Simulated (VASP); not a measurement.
Here is a VASP 6.6.1 calculation.

File INCAR:

```
ALGO = Normal
EDIFF = 1E-6
ENCUT = 520
GGA = PE
ISIF = 2
ISMEAR = 0
LASPH = True
LCHARG = False
LREAL = False
LWAVE = False
NBANDS = 15
NELM = 60
PREC = Accurate
SIGMA = 0.1
```

Contents of KPOINTS:

```
k-points
0
Gamma
  16 16 16
```

POSCAR

```
ZrC
1.0
    0.0000000000      2.3543976079      2.3543976079
    2.3543976079      0.0000000000      2.3543976079
    2.3543976079      2.3543976079      0.0000000000
Zr C
1 1
Direct
    0.5000000000      0.5000000000      0.5000000000
    0.0000000000      0.0000000000      0.0000000000
```

Potentials or basis: VASP PAW PBE potentials, release 64 (Zr_sv, C).

Launch:

```sh
$ cat potpaw_PBE.64/Zr_sv/POTCAR potpaw_PBE.64/C/POTCAR > POTCAR
$ mpirun -np 1 vasp_std > vasp.out
```

Task: Predict the pressure.

Result: 0.2 GPa.

Task: Estimate the band gap on the k mesh.

Result: None (metal or under the smearing width).
